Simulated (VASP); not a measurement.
Relaxed, unreconstructed slabs of MgO (rock salt). Level of theory: r2SCAN meta-GGA, VASP's PBE PAW potentials (set 64) (plane waves; VASP).

Slab and bulk use different k-meshes, so the surface energy is good to a few per cent at best.

Problem. Order the faces (100) [12 atoms], (110) [16 atoms] by surface energy, lowest first.

Solution. (100) [12 atoms] (1.10 J/m²), (110) [16 atoms] (2.52 J/m²)

Runs of the series that failed, ran out of time, didn't relax or are held back are left out, and each face is given by its thickest slab.

The cell is a thin slab with vacuum, built from MgO (rock salt).
